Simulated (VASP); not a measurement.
# Shielding tensors and field gradients of CsMgF3

Aim: NMR shielding tensors and field gradients of CsMgF3. The cell has space group Pm-3m, a computed entry that need not be the common form of this compound. Left out of this account: 1 further run (NMR: a repeat of the first functional). The start is a computed cell from the Materials Project.

Method: LDA; plane waves and PAW (Cs_sv, Mg, F), in the first sound run; inputs show where later runs differ, in VASP 6.6.1.

Most raw output is cut from this account.

### Step 1. The structure

The structure is cubic, space group Pm-3m (No. 221). Conventional cell: a = 4.252 Å, b = 4.252 Å, c = 4.252 Å, α = 90.00°, β = 90.00°, γ = 90.00°. Cs has 12 F at 3.01 Å nearest. Nearest to Mg lie 6 F at 2.13 Å. Nearest to F lie 2 Mg at 2.13 Å and 4 Cs at 3.01 Å. Farther neighbours and most contacts between anions are not listed.

### Step 2. Relaxation

The atoms are relaxed first inside the given cell, which is kept (ISIF = 2), since values at the nuclei depend on the positions.

File INCAR:

```
SYSTEM = CsMgF3
PREC = Accurate
ENCUT = 520
EDIFF = 1E-06
NELM = 100
ISMEAR = 0
SIGMA = 0.05
LREAL = .FALSE.
ALGO = Normal
GGA = CA
NBANDS = 22
LWAVE = .FALSE.
LCHARG = .FALSE.
KPAR = 2
IBRION = 2
NSW = 60
ISIF = 2
EDIFFG = -0.01
```

File POSCAR:

```
CsMgF3
1.0
    4.2523070000      0.0000000000      0.0000000000
    0.0000000000      4.2523070000      0.0000000000
    0.0000000000      0.0000000000      4.2523070000
Cs Mg F
1 1 3
Direct
    0.0000000000      0.0000000000      0.0000000000
    0.5000000000      0.5000000000      0.5000000000
    0.0000000000      0.5000000000      0.5000000000
    0.5000000000      0.0000000000      0.5000000000
    0.5000000000      0.5000000000      0.0000000000
```

File KPOINTS:

```
Automatic mesh
0
Gamma
5 5 5
0 0 0
```

PAW data sets: Cs_sv, Mg and F (PBE family, release 64).

Started as:

```console
mpirun -np 2 vasp_std
```

The job ended after 10 s (2 MPI ranks of AMD EPYC 7R43, shared host; peak memory 0.24 GiB).

The PAW data sets were made with PBE, though LDA sets exist; this is a small mismatch. The run keeps the 48 symmetry operations of its start, so it cannot find a distortion of lower symmetry.

The forces vanish from the start, and no atom moves.

Numbers from this step:

| Property | Result |
| --- | --- |
| free energy (TOTEN) | -26.31 eV |
| Fermi energy | -1.215 eV |
| pressure | -7.005 GPa |

The forces stay under 1e-4 eV/Å.

### Step 3. Ground state

A ground-state run shows first whether the cell has a gap, which the next steps need; its size sets how fine their mesh has to be.

File INCAR:

```
SYSTEM = CsMgF3
PREC = Accurate
ENCUT = 520
EDIFF = 1E-07
NELM = 100
ISMEAR = 0
SIGMA = 0.01
LREAL = .FALSE.
ALGO = Normal
GGA = CA
NBANDS = 22
LORBIT = 11
LWAVE = .FALSE.
LCHARG = .FALSE.
KPAR = 2
```

POSCAR is that of step 2.

KPOINTS is that of step 2.

Started as:

```console
mpirun -np 2 vasp_std
```

The job ended after 8.4 s (2 MPI ranks; peak memory 0.25 GiB; 15 s of CPU time).

The gap is read on the k-mesh alone, so it is an upper bound where the band edges lie off the mesh.

A gap read on the k-mesh alone can miss the band edges.

This step gave:

```yaml
fermi_energy: -1.431 eV
pressure: -7.018 GPa
gap_on_the_k_mesh: 6.368 eV
least_direct_gap_on_the_k_mesh: 6.368 eV
```

The cell has a gap of 6.37 eV on this mesh and a pressure of -7.0 GPa, which holds the misfit of the given cell and coordinates with this functional, and any error of cutoff, mesh and data sets. Spin-orbit coupling is left out, which can shift or reorder these edges.

### Step 4. Shielding tensors

This step: chemical shifts by linear response (GIPAW), LDA; plane waves and PAW (Cs_sv, Mg, F) (VASP 6.6.1).

LCHIMAG computes the induced currents by linear response. It needs tightly converged orbitals and a cutoff well above the default; LEFG adds the field gradients at no cost.

File INCAR:

```
SYSTEM = CsMgF3
PREC = Accurate
ENCUT = 560
EDIFF = 1E-09
NELM = 100
ISMEAR = 0
SIGMA = 0.01
LREAL = .FALSE.
ALGO = Normal
GGA = CA
NBANDS = 22
LWAVE = .FALSE.
LCHARG = .FALSE.
KPAR = 2
LCHIMAG = .TRUE.
LEFG = .TRUE.
DQ = 0.001
ICHIBARE = 1
LNMR_SYM_RED = .TRUE.
```

POSCAR is that of step 3.

File KPOINTS:

```
Automatic mesh
0
Gamma
6 6 6
0 0 0
```

PAW data sets: Cs_sv, Mg and F (LDA family, release 64).

Started as:

```console
mpirun -np 2 vasp_std
```

The job ended after 10 min (2 MPI ranks; peak memory 0.6 GiB).

Spin-orbit coupling is left out, which changes shieldings on and beside heavy atoms by much.

Numbers from this step:

* free energy (TOTEN): -26.28 eV
* Fermi energy: -1.374 eV
* pressure: -7.307 GPa
* gap on the k-mesh: 6.347 eV
* least direct gap on the k-mesh: 6.347 eV

Valence and core; the G = 0 term is that of a spherical sample. NMR shielding, by row:

| atom | isotropic shielding (ppm) | span (ppm) | skew | isotropic shielding without the G = 0 term (ppm) |
| --- | --- | --- | --- | --- |
| Cs1 | 5211 | 0 | - | 5200 |
| Mg2 | 586 | 0 | - | 574.9 |
| F3 | 266.1 | 38.91 | -1 | 255 |
| F4 | 266.1 | 38.91 | -1 | 255 |
| F5 | 266.1 | 38.91 | -1 | 255 |

Ordered as |Vzz| ≥ |Vxx| ≥ |Vyy|, the program's way. Electric field gradients, by row:

| atom | Vxx (V/Å²) | Vyy (V/Å²) | Vzz (V/Å²) | asymmetry |
| --- | --- | --- | --- | --- |
| Cs1 | 0 | 0 | 0 | - |
| Mg2 | 0 | 0 | 0 | - |
| F3 | -35.57 | -35.57 | 71.14 | 0 |
| F4 | -35.57 | -35.57 | 71.14 | 0 |
| F5 | -35.57 | -35.57 | 71.14 | 0 |

### Step 5. Lower cutoff

A lower cutoff shows what can be saved.

INCAR: that of step 4 with these lines changed.

```diff
@@ -2,3 +2,3 @@
 PREC = Accurate
-ENCUT = 560
+ENCUT = 400
 EDIFF = 1E-09
```

POSCAR is that of step 4.

KPOINTS is that of step 4.

Started as:

```console
mpirun -np 2 vasp_std
```

The job ended after 4.7 min (2 MPI ranks; peak memory 0.4 GiB; 9.3 min of CPU time).

The run converged; its settings lie outside those of the reference runs, so its numbers serve the comparison alone.

Against the sound run on this cell (sound settings) the energy at zero smearing moves by -10.2 meV an atom and the pressure by -6.89 GPa.

Settings moved from the usual: x = 1.

### Step 6. Coarser mesh

A coarser mesh shows what can be saved.

INCAR: that of step 5 with these lines changed.

```diff
@@ -2,3 +2,3 @@
 PREC = Accurate
-ENCUT = 400
+ENCUT = 560
 EDIFF = 1E-09
```

POSCAR is that of step 5.

File KPOINTS:

```
Automatic mesh
0
Gamma
3 3 3
0 0 0
```

Started as:

```console
mpirun -np 2 vasp_std
```

It took 2.7 min on 2 MPI ranks; peak memory 0.34 GiB; 5.4 min of CPU time.

The run converged; its settings lie outside those of the reference runs, so its numbers serve the comparison alone.

Against the sound run on this cell (sound settings) the energy at zero smearing moves by +0.1 meV an atom and the pressure by +0.00 GPa.

Settings moved from the usual: the k mesh, now 3×3×3

### Step 7. Summary

This step: chemical shifts by linear response (GIPAW), LDA; plane waves and PAW (VASP 6.6.1).

No new run; the numbers come from the runs before.

Isotropic shieldings. Cost is wall time times ranks on a shared host. Shieldings by setting:

```
                run  ENCUT (eV)  k mesh  Cs1, Wyckoff letter a (ppm)  Mg2, Wyckoff letter b (ppm)  F3, Wyckoff letter c (ppm)  cost (core minutes)
first shielding run         560   6x6x6                         5211                          586                       266.1                20.14
       lower cutoff         400   6x6x6                         5213                        586.3                       263.8                  9.3
       coarser mesh         560   3x3x3                         5157                        586.5                       260.3                 5.47
```

### Step 8. Outcome

| Property | Result |
| --- | --- |
| Cs, isotropic shielding | 5210.8 ppm |
| Mg, isotropic shielding | 586 ppm |
| F, isotropic shielding | 266.1 ppm |

In words: At LDA, in the first shielding run, the isotropic shieldings are Cs 5210.8 ppm; Mg 586 ppm; F 266.1 ppm. In the first shielding run the widest tensor is that of F3, with a span (largest less smallest principal value) of 38.9 ppm. The largest field gradient of that run is Vzz = 71.1 V/Å² at F3. Against the first shielding run, the one with lower cutoff moves the shieldings by at most 2.3 ppm. Against the first shielding run, the one with coarser mesh moves the shieldings by at most 54 ppm. Shifts were not obtained, since a shift is the shielding of a reference compound, computed alike, less these values. The G = 0 term is the part set by the sample's shape, taken here for a sphere. Spin-orbit effects on the shifts of and near heavy atoms are left out. No finer mesh was run, so convergence in it isn't shown. VASP's guide advises NLSPLINE for shieldings, which this input doesn't set; the effect wasn't tested. The cell has space group Pm-3m, a computed entry that need not be the common form of this compound. The given cell is kept, although it stands at -7.3 GPa at LDA and ENCUT = 560 eV, which holds the mismatch of the given cell with this functional, any error of the entry itself and any basis-set error; the relaxation of the atoms, at LDA and ENCUT = 520 eV, gave -7.0 GPa. Not tabulated here, as repeats of values shown or as unfit to read for their mesh, reference level or band range: gaps (relaxation).

[Lines on the potential files, build, host, timing and source positions are cut from VASP's logs without a mark.]

[Logs are printed without paths, hosts, clocks, repeated set-up lines and the standing remarks that a program may print on its own settings, such as how far it seeks lower states.]

[Hosts, paths, dates, database ids (printed as entryN), source tags and the programs' standing remarks are cut or masked in the printed files.]
